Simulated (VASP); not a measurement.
# A VASP study of CaC4O4 (PBEsol): structure first, properties next, part 3 of 7

Aim: relax CaC4O4 with PBEsol, compute its properties on that cell and hold them against experiment. The start is a computed cell from the Materials Project.

VASP 6.6.1; PBEsol; plane waves and PAW (Ca_sv, C, O).

So far, gap on the k-mesh (eV): step 2 (relaxing cell and atoms (PBEsol)) 3.70. The relaxed cell has a = 6.895, c = 10.227 Å (conventional setting).

### Step 4. Single point with fields (PBEsol)

A single point on the relaxed cell gives a clean self-consistent state, with density, ELF and potential written out.

Contents of INCAR:

```
SYSTEM = CaC4O4
PREC = Accurate
ENCUT = 520
EDIFF = 1E-06
NELM = 100
ISMEAR = 0
SIGMA = 0.05
LREAL = .FALSE.
ALGO = Normal
GGA = PS
NBANDS = 68
LORBIT = 11
LWAVE = .FALSE.
LCHARG = .TRUE.
ISIF = 2
LELF = .TRUE.
LVHAR = .TRUE.
```

Contents of POSCAR:

```
CaC4O4
1.0
   -3.4476774239      3.4476774239      5.1134574437
    3.4476774239     -3.4476774239      5.1134574437
    3.4476774239      3.4476774239     -5.1134574437
Ca C O
2 8 8
Direct
    0.5000000000      0.5000000000      0.0000000000
    0.2500000000      0.7500000000      0.5000000000
    0.0595229275      0.0595229275      0.0000000000
    0.8095229275      0.3095229275      0.5000000000
    0.6904770725      0.1904770725      0.5000000000
    0.9404770725      0.9404770725      0.0000000000
    0.1999713988      0.1999713988      0.0000000000
    0.9499713988      0.4499713988      0.5000000000
    0.5500286012      0.0500286012      0.5000000000
    0.8000286012      0.8000286012      0.0000000000
    0.2593610611      0.4204372092      0.1610761481
    0.1704372092      0.5093610611      0.6610761481
    0.8482849130      0.5093610611      0.3389238519
    0.2593610611      0.0982849130      0.8389238519
    0.4906389389      0.8295627908      0.3389238519
    0.5795627908      0.7406389389      0.8389238519
    0.9017150870      0.7406389389      0.1610761481
    0.4906389389      0.1517150870      0.6610761481
```

Contents of KPOINTS:

```
Automatic mesh
0
Gamma
4 4 4
0 0 0
```

Potentials, in the order of the species: Ca_sv, C and O (PBE family, release 64).

On the command line:

```sh
$ mpirun -np 8 vasp_std
```

The program printed:

```text
[banner, memory and clock lines left out]
running    8 mpi-ranks, on    1 nodes
 distrk:  each k-point on    8 cores,    1 groups
 distr:  one band on    1 cores,    8 groups

 POSCAR found type information on POSCAR CaC O
 POSCAR found :  3 types and      18 ions
 [... a notice as in an earlier step ...]

 [... a notice as in an earlier step ...]

 [... a notice as in an earlier step ...]

 LDA part: xc-table for (Slater+PW92), standard interpolation
|                                                                             |
|           W    W    AA    RRRRR   N    N  II  N    N   GGGG   !!!           |
|           W    W   A  A   R    R  NN   N  II  NN   N  G    G  !!!           |
|           W    W  A    A  R    R  N N  N  II  N N  N  G       !!!           |
|           W WW W  AAAAAA  RRRRR   N  N N  II  N  N N  G  GGG   !            |
|           WW  WW  A    A  R   R   N   NN  II  N   NN  G    G                |
|           W    W  A    A  R    R  N    N  II  N    N   GGGG   !!!           |
|                                                                             |
|     The number of bands has been changed from the values supplied in        |
|     The orbitals not found in the WAVECAR file will be initialized with     |
|     random numbers, which is usually adequate. For correlated               |
|     calculations, however, you should redo the groundstate calculation.     |
|     I found NBANDS = 68. Now, NBANDS = 72.                                  |
|                                                                             |

 POSCAR, INCAR and KPOINTS ok, starting setup
 FFT: planning ... GRIDC
 FFT: planning ... GRID_SOFT
 FFT: planning ... GRID
 WAVECAR not read
 entering main loop
       N       E                     dE             d eps       ncg     rms          rms(c)
DAV:   1     0.773025204775E+03    0.77303E+03   -0.50178E+04  1872   0.130E+03
DAV:   2    -0.864958844453E+02   -0.85952E+03   -0.82803E+03  2304   0.348E+02
DAV:   3    -0.153478107588E+03   -0.66982E+02   -0.66436E+02  2488   0.982E+01
DAV:   4    -0.155485128411E+03   -0.20070E+01   -0.20006E+01  3016   0.148E+01
DAV:   5    -0.155587090754E+03   -0.10196E+00   -0.10194E+00  2768   0.236E+00    0.227E+01
DAV:   6    -0.144712070893E+03    0.10875E+02   -0.32312E+01  2128   0.216E+01    0.101E+01
DAV:   7    -0.143839782367E+03    0.87229E+00   -0.30487E+00  2456   0.683E+00    0.555E+00
DAV:   8    -0.143622303459E+03    0.21748E+00   -0.12578E+00  2200   0.379E+00    0.137E+00
DAV:   9    -0.143613497184E+03    0.88063E-02   -0.14835E-01  2480   0.180E+00    0.627E-01
DAV:  10    -0.143617207530E+03   -0.37103E-02   -0.34532E-02  2344   0.777E-01    0.189E-01
DAV:  11    -0.143618431816E+03   -0.12243E-02   -0.36748E-03  2440   0.236E-01    0.914E-02
DAV:  12    -0.143619144213E+03   -0.71240E-03   -0.69524E-04  2200   0.972E-02    0.290E-02
DAV:  13    -0.143619265943E+03   -0.12173E-03   -0.17009E-04  2440   0.466E-02    0.113E-02
DAV:  14    -0.143619277663E+03   -0.11720E-04   -0.22266E-05  2432   0.159E-02    0.419E-03
DAV:  15    -0.143619278951E+03   -0.12882E-05   -0.19866E-06  2072   0.537E-03    0.114E-03
DAV:  16    -0.143619279035E+03   -0.84080E-07   -0.36669E-07  1496   0.238E-03
   1 F= -.14361928E+03 E0= -.14361928E+03  d E =-.427353E-17
```

The job ended after 36 s (8 MPI ranks of Intel Xeon Platinum 8559C (Emerald Rapids), shared host; peak memory 1.6 GiB).

Parts of OUTCAR (step 4):

```text
 Found     13 irreducible k-points:

   k-points           NKPTS =     13   k-points in BZ     NKDIM =     13   number of bands    NBANDS=     72

   NELECT =     100.0000    total number of electrons

 E-fermi :  -0.3500

 k-point     1 :       0.0000    0.0000    0.0000
  band No.  band energies     occupation
    ...
     46      -1.2162      2.00000
     47      -0.8843      2.00000
     48      -0.8843      2.00000
     49      -0.6428      2.00000
     50      -0.6428      2.00000
     51       3.4006      0.00000
     52       3.4006      0.00000
     53       3.8841      0.00000
     54       3.8841      0.00000
     55       5.7103      0.00000
    ...

 k-point     2 :       0.2500    0.0000    0.0000
  band No.  band energies     occupation
    ...
     46      -1.2360      2.00000
     47      -0.9057      2.00000
     48      -0.8689      2.00000
     49      -0.7662      2.00000
     50      -0.6731      2.00000
     51       3.2983      0.00000
     52       3.4172      0.00000
     53       3.7560      0.00000
     54       3.8551      0.00000
     55       6.0168      0.00000
    ...

  Total        0.0120450      0.0120450      0.0249834      0.0000000      0.0000000      0.0000000
  in kB        0.0793761      0.0793761      0.1646397      0.0000000      0.0000000      0.0000000
  external PRESSURE =       0.1077973 kB  Pullay stress =       0.0000000 kB

 POSITION                                       TOTAL-FORCE (eV/Angst)
 -----------------------------------------------------------------------------------
      0.00000      0.00000      5.11346         0.000000     -0.000000      0.000000
      3.44768      0.00000      2.55673         0.000000     -0.000000      0.000000
      0.00000      0.00000      0.60874        -0.000000      0.000000      0.007501
      0.00000      3.44768      3.16546         0.000000     -0.000000      0.007501
      0.00000      3.44768      1.94799         0.000000     -0.000000     -0.007501
      0.00000      0.00000      9.61818        -0.000000      0.000000     -0.007501
      0.00000      0.00000      2.04509         0.000000     -0.000000     -0.003392
     -0.00000      3.44768      4.60182        -0.000000      0.000000     -0.003392
      0.00000      3.44768      0.51164        -0.000000      0.000000      0.003392
      0.00000      0.00000      8.18182         0.000000     -0.000000      0.003392
      1.11068      0.00000      2.65246        -0.000426     -0.000000      0.001029
      3.44768      1.11068      0.09573         0.000000     -0.000426      0.001029
     -0.00000      2.33700      5.20919         0.000000      0.000426      0.001029
      2.33700      3.44768     -2.46099         0.000426     -0.000000      0.001029
      2.33700      0.00000      5.01772         0.000426     -0.000000     -0.001029
      3.44768      2.33700      2.46099         0.000000      0.000426     -0.001029
      0.00000      1.11068      7.57445         0.000000     -0.000426     -0.001029
      1.11068      3.44768     -0.09573        -0.000426     -0.000000     -0.001029
 -----------------------------------------------------------------------------------
    total drift:                               -0.000000     -0.000000      0.000000

  FREE ENERGIE OF THE ION-ELECTRON SYSTEM (eV)
  ---------------------------------------------------
  free  energy   TOTEN  =      -143.6192790349 eV

  energy  without entropy=     -143.6192790349  energy(sigma->0) =     -143.61927903

[... 12 parts as in an earlier step ...]

[... 2 further parts left out ...]
```

This step gave:

- SCF cycles: 16
- bands: 72
- Fermi energy: -0.35 eV
- pressure: 0.01078 GPa

Valence electrons inside each PAW sphere by angular momentum. Sphere charges, by row:

```
atom  s (e)  p (e)  d (e)  tot (e)
 Ca1  2.019  5.861  0.195    8.075
 Ca2  2.019  5.861  0.195    8.075
  C3  0.906  1.758      0    2.664
  C4  0.906  1.758      0    2.664
  C5  0.906  1.758      0    2.664
  C6  0.906  1.758      0    2.664
  C7  0.857  1.732      0    2.589
  C8  0.857  1.732      0    2.589
  C9  0.857  1.732      0    2.589
 C10  0.857  1.732      0    2.589
 O11  1.571  3.571      0    5.142
 O12  1.571  3.571      0    5.142
 O13  1.571  3.571      0    5.142
 O14  1.571  3.571      0    5.142
 O15  1.571  3.571      0    5.142
 O16  1.571  3.571      0    5.142
 O17  1.571  3.571      0    5.142
 O18  1.571  3.571      0    5.142
```

ELF in the ac plane of the conventional cell at fractional y = 0.000, with atoms of Ca and C and O within 0.2 Å of it. It is the smooth field of the valence electrons, not physical close to the nuclei.

Values, 13 rows by 16 columns, each cell a mean:
```
0.38 0.71 0.69 0.24 0.03 0.22 0.50 0.35 0.25 0.50 0.35 0.06 0.09 0.56 0.75 0.51
0.80 0.76 0.49 0.10 0.04 0.32 0.69 0.81 0.81 0.76 0.48 0.10 0.04 0.33 0.69 0.81
0.26 0.51 0.36 0.06 0.09 0.55 0.75 0.51 0.38 0.71 0.68 0.24 0.03 0.22 0.51 0.36
0.27 0.24 0.12 0.02 0.09 0.54 0.75 0.60 0.51 0.73 0.67 0.24 0.02 0.07 0.20 0.27
0.06 0.04 0.02 0.03 0.06 0.18 0.51 0.68 0.66 0.60 0.28 0.09 0.04 0.01 0.03 0.06
0.62 0.49 0.12 0.34 0.65 0.55 0.54 0.49 0.41 0.58 0.51 0.64 0.53 0.10 0.36 0.60
0.56 0.70 0.28 0.49 0.83 0.60 0.70 0.58 0.41 0.74 0.58 0.77 0.73 0.18 0.62 0.64
0.49 0.34 0.10 0.18 0.53 0.74 0.66 0.27 0.14 0.54 0.75 0.63 0.32 0.08 0.23 0.46
0.13 0.52 0.73 0.60 0.29 0.08 0.23 0.43 0.47 0.31 0.10 0.19 0.50 0.72 0.64 0.25
0.41 0.73 0.58 0.77 0.73 0.18 0.62 0.64 0.57 0.70 0.27 0.49 0.83 0.61 0.70 0.57
0.38 0.58 0.53 0.66 0.55 0.10 0.38 0.62 0.63 0.52 0.14 0.35 0.67 0.57 0.56 0.49
0.69 0.62 0.27 0.09 0.05 0.02 0.03 0.07 0.08 0.05 0.02 0.03 0.07 0.17 0.49 0.68
0.49 0.72 0.66 0.23 0.02 0.07 0.19 0.26 0.26 0.23 0.11 0.02 0.09 0.53 0.74 0.59
```
Columns run along a (6.9 Å), rows up along c (10.2 Å), edges of the conventional cell, whose origin can differ from the input's. Atoms in or near the plane, at fractional coordinates: Ca at (0.00, 0.50), Ca at (0.50, 0.25), C at (0.00, 0.06), C at (0.50, 0.81), C at (0.50, 0.69), C at (0.00, 0.94), C at (0.00, 0.20), C at (0.50, 0.95), C at (0.50, 0.55), C at (0.00, 0.80), O at (0.16, 0.26), O at (0.84, 0.26), O at (0.34, 0.49), O at (0.66, 0.49).

Electrostatic potential energy in the ac plane of the conventional cell at fractional y = 0.000, with atoms of Ca and C and O within 0.2 Å of it. With pseudopotentials it is smooth inside the atoms' cores, unlike the true potential.

Ten even steps from '_' (-48 eV) to '@' (6 eV), each cell a mean:
```
::--%%@@@@@@@@%%::::..++@@@@@@@@@@**..
==::%%@@@@@@@@%%::--..++@@@@@@@@@@++::
--**%%@@@@@@@@%%**--++%%@@@@@@@@@@##==
::++%%@@@@@@@@%%==::::##@@@@@@@@@@##--
==..##@@@@@@@@%%::++::++@@@@@@@@%%==..
..==%%@@@@@@@@%%++..::##@@@@@@@@@@**::
##%%@@@@@@@@@@%%--::..**@@@@@@@@@@@@%%
@@@@@@@@@@@@@@%%::++::++@@@@@@@@@@@@@@
@@@@@@@@@@@@@@%%**--==##@@@@@@@@@@@@@@
##%%%%@@@@@@@@%%++::--##@@@@@@@@@@%%##
==++##@@@@%%**++..++..==**##@@@@%%**++
::==**%%%%--____::......____##@@##++::
--==**%%%%::____**####--____##@@##++--
++**%%@@@@%%**##@@@@@@%%**##@@@@%%##**
%%%%@@@@@@@@@@@@@@@@@@@@@@@@@@@@@@@@%%
@@@@@@@@@@@@@@%%%%####%%@@@@@@@@@@@@@@
@@%%==--**@@@@##++==++**%%@@%%==--**@@
++==____::%%%%**==::--++##@@**____::++
::......++@@%%**==::--++##@@%%::..::..
--::##%%@@@@@@%%**++**##%%@@@@@@%%++..
==**%%@@@@@@@@@@%%%%%%%%@@@@@@@@@@%%++
::==%%@@@@@@@@@@@@@@@@@@@@@@@@@@@@**::
++::%%@@@@@@@@@@@@@@@@@@@@@@@@@@@@++::
..++%%@@@@@@@@@@##++**%%@@@@@@@@@@##::
```
Columns run along a (6.9 Å; values clipped at the 3rd and 97th percentile), rows up along c (10.2 Å), edges of the conventional cell, whose origin can differ from the input's. Atoms in or near the plane, at fractional coordinates: Ca at (0.00, 0.50), Ca at (0.50, 0.25), C at (0.00, 0.06), C at (0.50, 0.81), C at (0.50, 0.69), C at (0.00, 0.94), C at (0.00, 0.20), C at (0.50, 0.95), C at (0.50, 0.55), C at (0.00, 0.80), O at (0.16, 0.26), O at (0.84, 0.26), O at (0.34, 0.49), O at (0.66, 0.49).

Valence density in the ac plane of the conventional cell at fractional y = 0.000, with atoms of Ca and C and O within 0.2 Å of it. It is the smooth field of the valence electrons, not physical close to the nuclei.

Ten even steps from '_' (0.0 e/Å³) to '@' (7.4 e/Å³), each cell a mean:
```
::..____________..::..____________..::
::..____________..::..____________..::
::..____________..::::______________::
::..____________..::::______________::
....____________..::::..____________..
....____________::--::..____________..
________________..--::..______________
________________..::::..______________
________________..::::________________
________________..::::________________
==::______..::::::::::::::..______..--
%%++..__..==%%**--::::==##**::____--##
**==..____==%%**::__..==%%##::____::++
::..______..::..______..::::________..
______________________________________
______________________________________
__..--==::______::==--..____..--==::__
..--##@@++..__..++%%**::____::%%@@==..
::--==++--____..==##++::____..++++--::
::......________..::..__________....::
::..________________________________::
::..________________________________::
::..______________________________..::
--..______________....____________..::
```
Columns run along a (6.9 Å), rows up along c (10.2 Å), edges of the conventional cell, whose origin can differ from the input's. Atoms in or near the plane, at fractional coordinates: Ca at (0.00, 0.50), Ca at (0.50, 0.25), C at (0.00, 0.06), C at (0.50, 0.81), C at (0.50, 0.69), C at (0.00, 0.94), C at (0.00, 0.20), C at (0.50, 0.95), C at (0.50, 0.55), C at (0.00, 0.80), O at (0.16, 0.26), O at (0.84, 0.26), O at (0.34, 0.49), O at (0.66, 0.49).

In this run the pressure is 0.01 GPa, small enough to go on.

[end of part 3 of 7]

[Lines on the potential files, build, host, timing and source positions are cut from VASP's logs without a mark.]

[Logs are printed without paths, hosts, clocks, repeated set-up lines and the standing remarks that a program may print on its own settings, such as how far it seeks lower states.]

[Hosts, paths, dates, database ids (printed as entryN), source tags and the programs' standing remarks are cut or masked in the printed files.]

[A measured line is paired with the nearest computed mode of its activity, which favours agreement.]

[In band tables of VASP the shares of atoms and orbitals are scaled to a sum of 1 inside the atoms' spheres.]
